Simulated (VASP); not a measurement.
# A VASP study of Ba2CoS3 (PBEsol + U): structure first, properties next, part 3 of 7

What structure does Ba2CoS3 take at this level, and what are its properties? The start is a computed cell from the Materials Project.

VASP 6.6.1; PBEsol, DFT+U (Co d 3 eV), spin-polarised from a ferromagnetic start; plane waves and PAW (Ba_sv, Co, S).

Still holding for the runs below: The magnetic state follows from one typed start and may not be the lowest.

So far, gap on the k-mesh (eV): step 2 (relaxing cell and atoms (PBEsol + U)) 0.586. The relaxed cell has a, b, c = 11.955, 4.187, 12.361 Å (conventional setting).

## (3) Second relaxation

A relaxation keeps the plane waves of the cell it began with, so it is repeated from the new cell, on a basis made for it. The mesh changes with the cell too.

Contents of INCAR:

```
SYSTEM = Ba2CoS3
PREC = Accurate
ENCUT = 400
EDIFF = 1E-06
NELM = 100
ISMEAR = 0
SIGMA = 0.05
LREAL = Auto
ALGO = Fast
GGA = PS
NBANDS = 135
ISPIN = 2
MAGMOM = 0 0 0 0 0 0 0 0 2 2 2 2 0 0 0 0 0 0 0 0 0 0 0 0
LDAU = .TRUE.
LDAUTYPE = 2
LDAUL = -1 2 -1
LDAUU = 0 3 0
LDAUJ = 0 0 0
LDAUPRINT = 1
LASPH = .TRUE.
LMAXMIX = 4
LORBIT = 11
LWAVE = .FALSE.
LCHARG = .FALSE.
KPAR = 4
NCORE = 2
IBRION = 2
NSW = 60
ISIF = 3
EDIFFG = -0.01
```

Contents of POSCAR:

```
Ba2CoS3
1.0
   11.9553907722      0.0000000000      0.0000000000
    0.0000000000      4.1872664869      0.0000000000
    0.0000000000      0.0000000000     12.3608885890
Ba Co S
8 4 12
Direct
    0.0114822882      0.2500000000      0.8264270943
    0.4885177118      0.7500000000      0.3264270943
    0.5114822882      0.2500000000      0.6735729057
    0.9885177118      0.7500000000      0.1735729057
    0.1726261155      0.2500000000      0.4780588378
    0.8273738845      0.7500000000      0.5219411622
    0.6726261155      0.2500000000      0.0219411622
    0.3273738845      0.7500000000      0.9780588378
    0.2448678139      0.7500000000      0.6977865142
    0.7448678139      0.7500000000      0.8022134858
    0.7551321861      0.2500000000      0.3022134858
    0.2551321861      0.2500000000      0.1977865142
    0.7743410930      0.2500000000      0.7138539658
    0.2256589070      0.7500000000      0.2861460342
    0.2743410930      0.2500000000      0.7861460342
    0.7256589070      0.7500000000      0.2138539658
    0.4372014963      0.2500000000      0.1403063618
    0.5627985037      0.7500000000      0.8596936382
    0.9372014963      0.2500000000      0.3596936382
    0.3620383986      0.7500000000      0.5536477587
    0.1379616014      0.2500000000      0.0536477587
    0.8620383986      0.7500000000      0.9463522413
    0.6379616014      0.2500000000      0.4463522413
    0.0627985037      0.7500000000      0.6403063618
```

Contents of KPOINTS:

```
Automatic mesh
0
Gamma
3 7 3
0 0 0
```

PAW data sets: Ba_sv, Co and S (PBE family, release 64).

Started as:

```sh
$ mpirun -np 8 vasp_std
```

Output:

```text
[banner, memory and clock lines left out]
running    8 mpi-ranks, on    1 nodes
 distrk:  each k-point on    2 cores,    4 groups
 distr:  one band on    2 cores,    1 groups

 POSCAR found type information on POSCAR BaCoS
 POSCAR found :  3 types and      24 ions
 [... a notice as in an earlier step ...]

 LDA part: xc-table for (Slater+PW92), standard interpolation
 POSCAR, INCAR and KPOINTS ok, starting setup
 FFT: planning ... GRIDC
 FFT: planning ... GRID_SOFT
 FFT: planning ... GRID
 WAVECAR not read
 entering main loop
       N       E                     dE             d eps       ncg     rms          rms(c)
DAV:   1     0.140684697653E+04    0.14068E+04   -0.65567E+04  8640   0.103E+03
DAV:   2     0.504905141855E+02   -0.13564E+04   -0.12666E+04  9280   0.265E+02
DAV:   3    -0.126478002923E+03   -0.17697E+03   -0.17191E+03 10600   0.110E+02
DAV:   4    -0.137858135642E+03   -0.11380E+02   -0.11245E+02 12536   0.286E+01
DAV:   5    -0.138511531208E+03   -0.65340E+00   -0.65258E+00 13592   0.586E+00    0.399E+01
RMM:   6    -0.174791957430E+03   -0.36280E+02   -0.34550E+02  9223   0.610E+01    0.999E+01
RMM:   7    -0.132753015095E+03    0.42039E+02   -0.68324E+01  8896   0.288E+01    0.304E+01
RMM:   8    -0.127384444661E+03    0.53686E+01   -0.20776E+01  8899   0.143E+01    0.145E+01
RMM:   9    -0.129341675702E+03   -0.19572E+01   -0.32363E+00  9291   0.329E+00    0.964E+00
RMM:  10    -0.129147943420E+03    0.19373E+00   -0.20962E+00  9925   0.302E+00    0.478E+00
RMM:  11    -0.129176087471E+03   -0.28144E-01   -0.78741E-01 10419   0.180E+00    0.200E+00
RMM:  12    -0.129268252673E+03   -0.92165E-01   -0.24364E-01 11198   0.915E-01    0.124E+00
RMM:  13    -0.129293333820E+03   -0.25081E-01   -0.59853E-02 11518   0.471E-01    0.888E-01
RMM:  14    -0.129307450009E+03   -0.14116E-01   -0.23351E-02 11940   0.311E-01    0.573E-01
RMM:  15    -0.129313525426E+03   -0.60754E-02   -0.13807E-02 11818   0.225E-01    0.282E-01
RMM:  16    -0.129316356023E+03   -0.28306E-02   -0.66816E-03 12240   0.147E-01    0.132E-01
RMM:  17    -0.129317722893E+03   -0.13669E-02   -0.25806E-03 13650   0.859E-02    0.990E-02
RMM:  18    -0.129319171799E+03   -0.14489E-02   -0.15641E-03 12894   0.802E-02    0.812E-02
RMM:  19    -0.129319930089E+03   -0.75829E-03   -0.99160E-04 12973   0.519E-02    0.711E-02
RMM:  20    -0.129321140985E+03   -0.12109E-02   -0.14775E-03 10929   0.963E-02    0.581E-02
RMM:  21    -0.129321804506E+03   -0.66352E-03   -0.17391E-03 11136   0.965E-02    0.423E-02
RMM:  22    -0.129322041156E+03   -0.23665E-03   -0.42769E-04 11740   0.371E-02    0.229E-02
RMM:  23    -0.129322118625E+03   -0.77469E-04   -0.21905E-04 11113   0.325E-02    0.145E-02
RMM:  24    -0.129322149179E+03   -0.30554E-04   -0.18314E-04 10707   0.261E-02    0.952E-03
RMM:  25    -0.129322166854E+03   -0.17675E-04   -0.64170E-05 10758   0.121E-02    0.398E-03
WARNING in EDDRMM: call to ZHEGV failed, returncode =   6  3     82
WARNING in EDDRMM: call to ZHEGV failed, returncode =   8  4     48
RMM:  26    -0.129322170548E+03   -0.36941E-05   -0.17628E-05  8784   0.614E-03    0.225E-03
WARNING in EDDRMM: call to ZHEGV failed, returncode =   6  3     78
WARNING in EDDRMM: call to ZHEGV failed, returncode =   6  3     82
 num prob RMM:  27    -0.129322171498E+03   -0.95022E-06   -0.83110E-06  7683   0.397E-03
   1 F= -.12932217E+03 E0= -.12932217E+03  d E =-.129322E+03  mag=    11.9998
 curvature:   0.00 expect dE= 0.000E+00 dE for cont linesearch  0.000E+00
 trial: gam= 0.00000 g(F)=  0.324E-04 g(S)=  0.263E-04 ort = 0.000E+00 (trialstep = 0.100E+01)
 search vector abs. value=  0.587E-04
 reached required accuracy - stopping structural energy minimisation
```

Wall time 6.8 min (8 MPI ranks of Intel Xeon 6975P-C (Granite Rapids), shared host); peak memory 6.1 GiB; 48 min of CPU time.

From OUTCAR (step 3):

```text
  LATTYP: Found a simple orthorhombic cell.
 ALAT       =     4.1872664869
 B/A-ratio  =     2.8551779089
 C/A-ratio  =     2.9520186087

 Found     16 irreducible k-points:

   ENCUT  =  400.0 eV  29.40 Ry    5.42 a.u.  19.50  6.83 20.16*2*pi/ulx,y,z

   NELECT =     188.0000    total number of electrons

atom =   9  type =  2  l = 2

 onsite density matrix

spin component  1

  0.9511  0.0013 -0.0000 -0.0000 -0.0000
  0.0013  0.9570 -0.0000 -0.0000 -0.0000
 -0.0000 -0.0000  0.9483 -0.0056 -0.0020
 -0.0000 -0.0000 -0.0056  0.9544 -0.0007
 -0.0000 -0.0000 -0.0020 -0.0007  0.9614

spin component  2

  0.8671 -0.2166  0.0000  0.0000  0.0000
 -0.2166  0.1880  0.0000  0.0000  0.0000
  0.0000  0.0000  0.7496  0.2940  0.0660
  0.0000  0.0000  0.2940  0.3858  0.0320
  0.0000  0.0000  0.0660  0.0320  0.2217

 occupancies and eigenvectors

  o =  0.1248  v =  0.0000  0.0000  0.0000  0.0000  0.0000  0.2801  0.9600 -0.0000 -0.0000 -0.0000      0.0000  0.0000  0.0000  0.0000  0.0000  0.0000  0.0000  0.0000  0.0000  0.0000
  o =  0.2123  v =  0.0000  0.0000  0.0000  0.0000  0.0000  0.0000  0.0000 -0.2748  0.2969  0.9145      0.0000  0.0000  0.0000  0.0000  0.0000  0.0000  0.0000  0.0000  0.0000  0.0000
  o =  0.2237  v =  0.0000  0.0000  0.0000  0.0000  0.0000  0.0000  0.0000  0.4113 -0.8234  0.3910      0.0000  0.0000  0.0000  0.0000  0.0000  0.0000  0.0000  0.0000  0.0000  0.0000
  o =  0.9211  v =  0.0000  0.0000  0.0000  0.0000  0.0000  0.0000  0.0000  0.8691  0.4836  0.1042      0.0000  0.0000  0.0000  0.0000  0.0000  0.0000  0.0000  0.0000  0.0000  0.0000
  o =  0.9303  v =  0.0000  0.0000  0.0000  0.0000  0.0000 -0.9600  0.2801 -0.0000 -0.0000 -0.0000      0.0000  0.0000  0.0000  0.0000  0.0000  0.0000  0.0000  0.0000  0.0000  0.0000
  o =  0.9448  v =  0.0000 -0.0000 -0.8546 -0.5045 -0.1231  0.0000  0.0000  0.0000  0.0000  0.0000      0.0000  0.0000  0.0000  0.0000  0.0000  0.0000  0.0000  0.0000  0.0000  0.0000
  o =  0.9508  v = -0.9799  0.1994 -0.0000 -0.0000 -0.0000  0.0000  0.0000  0.0000  0.0000  0.0000      0.0000  0.0000  0.0000  0.0000  0.0000  0.0000  0.0000  0.0000  0.0000  0.0000
  o =  0.9572  v = -0.1994 -0.9799  0.0000  0.0000  0.0000  0.0000  0.0000  0.0000  0.0000  0.0000      0.0000  0.0000  0.0000  0.0000  0.0000  0.0000  0.0000  0.0000  0.0000  0.0000
  o =  0.9577  v =  0.0000 -0.0000 -0.4943  0.8629 -0.1050  0.0000  0.0000  0.0000  0.0000  0.0000      0.0000  0.0000  0.0000  0.0000  0.0000  0.0000  0.0000  0.0000  0.0000  0.0000
  o =  0.9617  v =  0.0000  0.0000 -0.1592  0.0289  0.9868  0.0000  0.0000  0.0000  0.0000  0.0000      0.0000  0.0000  0.0000  0.0000  0.0000  0.0000  0.0000  0.0000  0.0000  0.0000

atom =  10  type =  2  l = 2

 onsite density matrix

spin component  1

  0.9511 -0.0013  0.0000  0.0000  0.0000
 -0.0013  0.9570  0.0000  0.0000  0.0000
  0.0000  0.0000  0.9483  0.0056 -0.0020
  0.0000  0.0000  0.0056  0.9544  0.0007
  0.0000  0.0000 -0.0020  0.0007  0.9614

spin component  2

  0.8671  0.2166 -0.0000 -0.0000 -0.0000
  0.2166  0.1880  0.0000 -0.0000 -0.0000
 -0.0000  0.0000  0.7496 -0.2940  0.0660
 -0.0000 -0.0000 -0.2940  0.3858 -0.0320
 -0.0000 -0.0000  0.0660 -0.0320  0.2217

 occupancies and eigenvectors

  o =  0.1248  v =  0.0000  0.0000  0.0000  0.0000  0.0000 -0.2801  0.9600 -0.0000 -0.0000 -0.0000      0.0000  0.0000  0.0000  0.0000  0.0000  0.0000  0.0000  0.0000  0.0000  0.0000
  o =  0.2123  v =  0.0000  0.0000  0.0000  0.0000  0.0000  0.0000  0.0000 -0.2748 -0.2969  0.9145      0.0000  0.0000  0.0000  0.0000  0.0000  0.0000  0.0000  0.0000  0.0000  0.0000
  o =  0.2237  v =  0.0000  0.0000  0.0000  0.0000  0.0000  0.0000 -0.0000 -0.4113 -0.8234 -0.3910      0.0000  0.0000  0.0000  0.0000  0.0000  0.0000  0.0000  0.0000  0.0000  0.0000
  o =  0.9211  v =  0.0000  0.0000  0.0000  0.0000  0.0000  0.0000  0.0000  0.8691 -0.4836  0.1042      0.0000  0.0000  0.0000  0.0000  0.0000  0.0000  0.0000  0.0000  0.0000  0.0000
  o =  0.9303  v =  0.0000  0.0000  0.0000  0.0000  0.0000 -0.9600 -0.2801  0.0000  0.0000  0.0000      0.0000  0.0000  0.0000  0.0000  0.0000  0.0000  0.0000  0.0000  0.0000  0.0000
  o =  0.9448  v =  0.0000 -0.0000 -0.8546  0.5045 -0.1231  0.0000  0.0000  0.0000  0.0000  0.0000      0.0000  0.0000  0.0000  0.0000  0.0000  0.0000  0.0000  0.0000  0.0000  0.0000
  o =  0.9508  v = -0.9799 -0.1994  0.0000  0.0000  0.0000  0.0000  0.0000  0.0000  0.0000  0.0000      0.0000  0.0000  0.0000  0.0000  0.0000  0.0000  0.0000  0.0000  0.0000  0.0000
  o =  0.9572  v =  0.1994 -0.9799  0.0000  0.0000  0.0000  0.0000  0.0000  0.0000  0.0000  0.0000      0.0000  0.0000  0.0000  0.0000  0.0000  0.0000  0.0000  0.0000  0.0000  0.0000
  o =  0.9577  v =  0.0000 -0.0000 -0.4943 -0.8629 -0.1050  0.0000  0.0000  0.0000  0.0000  0.0000      0.0000  0.0000  0.0000  0.0000  0.0000  0.0000  0.0000  0.0000  0.0000  0.0000
  o =  0.9617  v =  0.0000 -0.0000  0.1592  0.0289 -0.9868  0.0000  0.0000  0.0000  0.0000  0.0000      0.0000  0.0000  0.0000  0.0000  0.0000  0.0000  0.0000  0.0000  0.0000  0.0000

atom =  11  type =  2  l = 2

 onsite density matrix

spin component  1

  0.9511  0.0013 -0.0000 -0.0000 -0.0000
  0.0013  0.9570  0.0000 -0.0000 -0.0000
 -0.0000  0.0000  0.9483 -0.0056 -0.0020
 -0.0000 -0.0000 -0.0056  0.9544 -0.0007
 -0.0000 -0.0000 -0.0020 -0.0007  0.9614

spin component  2

[...]
98       2.6963      1.00000
     99       2.9623      1.00000
    100       3.0467      1.00000
    101       5.1571      0.00000
    102       5.8902      0.00000
    103       6.0140      0.00000
    104       6.0329      0.00000
    105       6.3390      0.00000
    ...

 k-point     4 :       0.3333    0.1429    0.0000
  band No.  band energies     occupation
    ...
     96       2.6400      1.00000
     97       2.6992      1.00000
     98       2.7183      1.00000
     99       2.8896      1.00000
    100       2.9753      1.00000
    101       5.2974      0.00000
    102       5.6734      0.00000
    103       5.9671      0.00000
    104       6.0619      0.00000
    105       6.3082      0.00000
    ...

  Total       -0.0939259     -0.0610678     -0.0232021     -0.0000000      0.0000000      0.0000000
  in kB       -0.2431935     -0.1581170     -0.0600751     -0.0000000      0.0000000      0.0000000
  external PRESSURE =      -0.1537952 kB  Pullay stress =       0.0000000 kB

  energy-cutoff  :      400.00
  volume of cell :      618.79
      direct lattice vectors                 reciprocal lattice vectors
    11.955390772  0.000000000  0.000000000     0.083644276  0.000000000  0.000000000
     0.000000000  4.187266487  0.000000000     0.000000000  0.238819288  0.000000000
     0.000000000  0.000000000 12.360888589     0.000000000  0.000000000  0.080900333

 POSITION                                       TOTAL-FORCE (eV/Angst)
 -----------------------------------------------------------------------------------
      0.13728      1.04682     10.21537         0.001605      0.000000      0.000487
      5.84042      3.14045      4.03493        -0.001605     -0.000000      0.000487
      6.11497      1.04682      8.32596         0.001605     -0.000000     -0.000487
     11.81812      3.14045      2.14552        -0.001605     -0.000000     -0.000487
      2.06381      1.04682      5.90923         0.001693     -0.000000      0.005058
      9.89158      3.14045      6.45166        -0.001693     -0.000000     -0.005058
      8.04151      1.04682      0.27121         0.001693     -0.000000     -0.005058
      3.91388      3.14045     12.08968        -0.001693      0.000000      0.005058
      2.92749      3.14045      8.62526         0.006306     -0.000000     -0.003277
      8.90519      3.14045      9.91607         0.006306     -0.000000      0.003277
      9.02790      1.04682      3.73563        -0.006306     -0.000000      0.003277
      3.05020      1.04682      2.44482        -0.006306      0.000000     -0.003277
      9.25755      1.04682      8.82387        -0.000648     -0.000000      0.000833
      2.69784      3.14045      3.53702         0.000648      0.000000     -0.000833
      3.27985      1.04682      9.71746        -0.000648      0.000000     -0.000833
      8.67554      3.14045      2.64343         0.000648     -0.000000      0.000833
      5.22691      1.04682      1.73431         0.007773      0.000000      0.003068
      6.72848      3.14045     10.62658        -0.007773     -0.000000     -0.003068
     11.20461      1.04682      4.44613         0.007773     -0.000000     -0.003068
      4.32831      3.14045      6.84358         0.000266     -0.000000     -0.003857
      1.64938      1.04682      0.66313        -0.000266      0.000000     -0.003857
     10.30601      3.14045     11.69775         0.000266     -0.000000      0.003857
      7.62708      1.04682      5.51731        -0.000266     -0.000000      0.003857
      0.75078      3.14045      7.91476        -0.007773      0.000000      0.003068
 -----------------------------------------------------------------------------------
    total drift:                               -0.000000      0.000000      0.000000

  FREE ENERGIE OF THE ION-ELECTRON SYSTEM (eV)
  ---------------------------------------------------
  free  energy   TOTEN  =      -129.3221714980 eV

  energy  without entropy=     -129.3221714980  energy(sigma->0) =     -129.32217150

 total charge
# of ion       s       p       d       tot
------------------------------------------
    1        2.006   5.601   0.314   7.921
    2        2.006   5.601   0.314   7.921
    3        2.006   5.601   0.314   7.921
    4        2.006   5.601   0.314   7.921
    5        2.003   5.599   0.299   7.901
    6        2.003   5.599   0.299   7.901
    7        2.003   5.599   0.299   7.901
    8        2.003   5.599   0.299   7.901
    9        0.387   0.421   7.161   7.969
   10        0.387   0.421   7.161   7.969
   11        0.387   0.421   7.161   7.969
   12        0.387   0.421   7.161   7.969
   13        1.313   2.403   0.000   3.716
   14        1.313   2.403   0.000   3.716
   15        1.313   2.403   0.000   3.716
   16        1.313   2.403   0.000   3.716
   17        1.317   2.415   0.000   3.731
   18        1.317   2.415   0.000   3.731
   19        1.317   2.415   0.000   3.731
   20        1.318   2.416   0.000   3.734
   21        1.318   2.416   0.000   3.734
   22        1.318   2.416   0.000   3.734
   23        1.318   2.416   0.000   3.734
   24        1.317   2.415   0.000   3.731
--------------------------------------------------
tot         33.374  75.418  31.095 139.888

 magnetization (x)
# of ion       s       p       d       tot
------------------------------------------
    1        0.001   0.001   0.009   0.011
    2        0.001   0.001   0.009   0.011
    3        0.001   0.001   0.009   0.011
    4        0.001   0.001   0.009   0.011
    5        0.001   0.002   0.014   0.017
    6        0.001   0.002   0.014   0.017
    7        0.001   0.002   0.014   0.017
    8        0.001   0.002   0.014   0.017
    9        0.018   0.044   2.359   2.421
   10        0.018   0.044   2.359   2.421
   11        0.018   0.044   2.359   2.421
   12        0.018   0.044   2.359   2.421
   13        0.008   0.083   0.000   0.091
   14        0.008   0.083   0.000   0.091
   15        0.008   0.083   0.000   0.091
   16        0.008   0.083   0.000   0.091
   17        0.004   0.064   0.000   0.068
   18        0.004   0.064   0.000   0.068
   19        0.004   0.064   0.000   0.068
   20        0.004   0.073   0.000   0.077
   21        0.004   0.073   0.000   0.077
   22        0.004   0.073   0.000   0.077
   23        0.004   0.073   0.000   0.077
   24        0.004   0.064   0.000   0.068
--------------------------------------------------
tot          0.139   1.075   9.527  10.740

[... 5 parts as in an earlier step ...]

[... 11 further parts left out ...]
[key lines of the parts left out:]
E-fermi :   3.4037
```

CONTCAR:

```
Ba2CoS3
   1.00000000000000
    11.9553907721999995    0.0000000000000000    0.0000000000000000
     0.0000000000000000    4.1872664868999996    0.0000000000000000
     0.0000000000000000    0.0000000000000000   12.3608885890000000
  Ba              Co              S
     8     4    12
Direct
     0.0114822881999999    0.2500000000000000    0.8264270943000014
     0.4885177118000001    0.7500000000000000    0.3264270943000014
     0.5114822881999999    0.2500000000000000    0.6735729056999986
     0.9885177118000001    0.7500000000000000    0.1735729056999986
     0.1726261155000017    0.2500000000000000    0.4780588377999990
     0.8273738844999983    0.7500000000000000    0.5219411622000010
     0.6726261155000017    0.2500000000000000    0.0219411622000010
     0.3273738844999983    0.7500000000000000    0.9780588377999990
     0.2448678139000009    0.7500000000000000    0.6977865141999970
     0.7448678139000009    0.7500000000000000    0.8022134858000030
     0.7551321860999991    0.2500000000000000    0.3022134858000030
     0.2551321860999991    0.2500000000000000    0.1977865141999970
     0.7743410929999968    0.2500000000000000    0.7138539657999985
     0.2256589070000032    0.7500000000000000    0.2861460342000015
     0.2743410929999968    0.2500000000000000    0.7861460342000015
     0.7256589070000032    0.7500000000000000    0.2138539657999985
     0.4372014962999984    0.2500000000000000    0.1403063618000004
     0.5627985037000016    0.7500000000000000    0.8596936381999996
     0.9372014962999984    0.2500000000000000    0.3596936381999996
     0.3620383985999993    0.7500000000000000    0.5536477587000022
     0.1379616014000007    0.2500000000000000    0.0536477587000022
     0.8620383985999993    0.7500000000000000    0.9463522412999978
     0.6379616014000007    0.2500000000000000    0.4463522412999978
     0.0627985037000016    0.7500000000000000    0.6403063618000004
```

Little changed from the start: no atom moved by 0.005 Å and no cell edge by 0.1 %.

This step gave:

- free energy (TOTEN): -129.3222 eV
- Fermi energy: 3.404 eV
- pressure: -0.01538 GPa
- moment of the cell, from the last line of the log: 12.00 μB
- conduction bottom at k: 0, 0.4286, 0
- least direct gap at k: 0, 0.4286, 0
- SCF cycles over all ionic steps: 27
- gap on the k-mesh: 0.5995 eV
- least direct gap on the k-mesh: 0.8739 eV

It ends with a largest force of 0.008 eV/Å and a pressure of -0.02 GPa. The volume moved by under 0.01 %: the run met its threshold at the first step.

[end of part 3 of 7]

[Lines on the potential files, build, host, timing and source positions are cut from VASP's logs without a mark.]

[Logs are printed without paths, hosts, clocks, repeated set-up lines and the standing remarks that a program may print on its own settings, such as how far it seeks lower states.]

[Hosts, paths, dates, database ids (printed as entryN), source tags and the programs' standing remarks are cut or masked in the printed files.]

[A measured line is paired with the nearest computed mode of its activity, which favours agreement.]

[In band tables of VASP the shares of atoms and orbitals are scaled to a sum of 1 inside the atoms' spheres.]
